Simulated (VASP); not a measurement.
Level of theory: vdW-DF2, VASP's PBE PAW potentials (set 64) (plane waves; VASP).

Input for VASP

KPOINTS:
```
K-points
0
Gamma
 6 6 5
```

File POSCAR:
```
SnO
1
    3.9687661801     0.0000000000     0.0000000000
    0.0000000000     3.9687661801     0.0000000000
    0.0000000000     0.0000000000     5.4216950130
Sn O
2 2
Direct
  0.5000000000   0.0000000000   0.7833672441
  0.0000000000   0.5000000000   0.2166327559
  0.5000000000   0.5000000000   0.0000000000
  0.0000000000   0.0000000000   0.0000000000
```

**INCAR**
```
SYSTEM  =  SnO
ENCUT  =  520
LORBIT  =  11
PREC  =  Accurate
EDIFF  =  1E-7   # SCF stop (eV)
NEDOS  =  601
LASPH  =  T
LMAXMIX  =  4   # l cut-off of mixed one-centre charges
LREAL  =  F   # projection in real space or not
AGGAC  =  0.0
LEFG  =  T
LUSE_VDW  =  T
LCHARG  =  T
ALGO  =  Normal   # blocked Davidson
ISMEAR  =  -5   # tetrahedra, Bloechl
ISIF  =  2   # forces and stress, cell fixed
NELM  =  100   # most electronic steps
ZAB_VDW  =  -1.8867
LWAVE  =  F
GGA  =  ML
```

POTCAR, in this order: Sn_d O (PBE.64 set). Program: vasp_std.

The run wrote:

OUTCAR:
```
 ion  position               nearest neighbor table
   1  0.500  0.000  0.783-   3 2.31   4 2.31   3 2.31   4 2.31   2 3.66   2 3.66   2 3.66   2 3.66
  LATTYP: Found a simple tetragonal cell.
 ALAT       =     3.9687661801
 C/A-ratio  =     1.3660908118
 Subroutine PRICEL returns:
 Original cell was already a primitive cell.
 Subroutine GETGRP returns: Found 16 space group operations
The static configuration has the point symmetry D_2d.
 The point group associated with its full space group is D_4h.
The dynamic configuration has the point symmetry D_2d.
 Subroutine INISYM returns: Found 16 space group operations
 Subroutine IBZKPT returns following result:
 Found     30 irreducible k-points:

 Following reciprocal coordinates:
            Coordinates               Weight
  0.000000  0.000000  0.000000      1.000000
  0.166667  0.000000  0.000000      4.000000
  0.333333  0.000000  0.000000      4.000000
  0.500000  0.000000  0.000000      2.000000
  0.166667  0.166667  0.000000      4.000000
  0.333333  0.166667  0.000000      8.000000
  0.500000  0.166667  0.000000      4.000000
  0.333333  0.333333  0.000000      4.000000
...
```

### OSZICAR
```
       N       E                     dE             d eps       ncg     rms          rms(c)
DAV:   1     0.417009017493E+03    0.41701E+03   -0.20601E+04  1440   0.237E+03
DAV:   2     0.418596683283E+02   -0.37515E+03   -0.36974E+03  1600   0.563E+02
DAV:   3    -0.161392964380E+02   -0.57999E+02   -0.57753E+02  1696   0.196E+02
DAV:   4    -0.184717920846E+02   -0.23325E+01   -0.23301E+01  1632   0.449E+01
DAV:   5    -0.185431045197E+02   -0.71312E-01   -0.71301E-01  1896   0.765E+00    0.142E+01
DAV:   6    -0.131045527489E+02    0.54386E+01   -0.43031E+01  2368   0.621E+01    0.585E+00
DAV:   7    -0.129397412745E+02    0.16481E+00   -0.43843E+00  1728   0.126E+01    0.268E+00
DAV:   8    -0.129179668040E+02    0.21774E-01   -0.78905E-01  1960   0.569E+00    0.102E+00
DAV:   9    -0.128935380067E+02    0.24429E-01   -0.20550E-01  2288   0.341E+00    0.348E-01
DAV:  10    -0.128960006300E+02   -0.24626E-02   -0.46671E-02  2016   0.144E+00    0.347E-01
DAV:  11    -0.128934173041E+02    0.25833E-02   -0.14182E-02  1992   0.915E-01    0.345E-02
DAV:  12    -0.128935511341E+02   -0.13383E-03   -0.13992E-03  1632   0.223E-01    0.340E-02
DAV:  13    -0.128935579114E+02   -0.67773E-05   -0.45157E-05  2120   0.872E-02    0.194E-02
DAV:  14    -0.128935545643E+02    0.33472E-05   -0.24457E-05  1816   0.308E-02    0.475E-03
DAV:  15    -0.128935552431E+02   -0.67880E-06   -0.15492E-06  1456   0.107E-02    0.263E-03
DAV:  16    -0.128935551858E+02    0.57305E-07   -0.35074E-07  1656   0.406E-03
   1 F= -.12893555E+02 E0= -.12893555E+02  d E =0.000000E+00
```

File OUTCAR:
```
------------------------ aborting loop because EDIFF is reached ----------------------------------------
  FORCE on cell =-STRESS in cart. coord.  units (eV):
  Direction    XX          YY          ZZ          XY          YZ          ZX
  --------------------------------------------------------------------------------------
  Total       -0.0606041     -0.0606041      0.0677762      0.0000000     -0.0000000      0.0000000
  in kB       -1.1370159     -1.1370159      1.2715740      0.0000000     -0.0000000      0.0000000
  external PRESSURE =      -0.3341526 kB  Pullay stress =       0.0000000 kB
  volume of cell :       85.40
      direct lattice vectors                 reciprocal lattice vectors
     3.968766180  0.000000000  0.000000000     0.251967477  0.000000000  0.000000000
     0.000000000  3.968766180  0.000000000     0.000000000  0.251967477  0.000000000
     0.000000000  0.000000000  5.421695013     0.000000000  0.000000000  0.184444163
 POSITION                                       TOTAL-FORCE (eV/Angst)
 -----------------------------------------------------------------------------------
      1.98438      0.00000      4.24718         0.000000      0.000000     -0.013414
      0.00000      1.98438      1.17452        -0.000000      0.000000      0.013414
      1.98438      1.98438      0.00000        -0.000000      0.000000      0.000000
      0.00000      0.00000      0.00000        -0.000000     -0.000000      0.000000
 -----------------------------------------------------------------------------------
    total drift:                                0.000000      0.000000      0.000000
  FREE ENERGIE OF THE ION-ELECTRON SYSTEM (eV)
  ---------------------------------------------------
  free  energy   TOTEN  =       -12.8935551858 eV

  energy  without entropy=      -12.8935551858  energy(sigma->0) =      -12.89355519

 total charge

# of ion       s       p       d       tot
------------------------------------------
    1        1.291   0.698  10.034  12.023
    2        1.291   0.698  10.034  12.023
    3        1.573   3.415   0.000   4.988
    4        1.573   3.415   0.000   4.988
--------------------------------------------------
tot          5.728   8.225  20.068  34.020

 Electric field gradients after diagonalization (V/A^2)
 (convention: |V_zz| > |V_xx| > |V_yy|)
----------------------------------------------------------------------
 ion       V_xx      V_yy      V_zz     asymmetry (V_yy - V_xx)/ V_zz
----------------------------------------------------------------------
   1      74.784    74.784  -149.568       0.000
   2      74.784    74.784  -149.568       0.000
   3       0.199     0.199    -0.399       0.000
   4       0.199     0.199    -0.399       0.000
```
(Selected blocks of OUTCAR.)

The compound is SnO in the litharge structure. It was relaxed first, which changed the volume by +22 %.
